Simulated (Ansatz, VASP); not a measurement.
## Two plane-wave programs on CsNaP2

```
CELL_PARAMETERS angstrom
4.05434 0.00000 0.00000
0.00000 4.05434 0.00000
0.00000 0.00000 7.09954
ATOMIC_POSITIONS crystal
Cs 0.00000 0.00000 0.50000
Na 0.00000 0.00000 0.00000
P 0.50000 0.50000 0.14601
P 0.50000 0.50000 0.85399
```

Alike in both runs: functional PBE; k mesh 4 × 4 × 4; occupations gaussian, width 0.1 eV; no spin polarisation.

Ansatz relaxed the structure, and its values are those at the end. VASP's run is a single point on that final structure, the one shown.

|  | VASP | Ansatz |
| --- | --- | --- |
| version | VASP 6.6.1 | Ansatz 0.2.0 |
| potentials or method | VASP PAW PBE potentials, release 64 (Cs_sv, Na_pv, P) | scalar-relativistic, plane waves, PAW |
| plane-wave cutoff (eV) | 520 | 420 |
| valence electrons in the cell | 26 | 28 |

VASP gave:

```
gap on the k mesh at the Fermi level (eV) : none
pressure (GPa)                            : 0.1
rms of the force components (eV/Å)        : 0.029
```

Q: What did Ansatz give for the same quantities?

A: gap on the k mesh at the Fermi level (eV): none; pressure (GPa): 0.1; rms of the force components (eV/Å): 0.003.

A gap of «none» marks a metal or a gap that the smearing closes. With one functional, cell and mesh, what is left measures potentials, basis and numerics. The two sets of potentials don't hold the same shells in valence.

Caveats: the k mesh is coarse (spacing up to 0.39 Å⁻¹), so the values aren't converged. Spin-orbit coupling is left out, which matters for the levels of Cs.
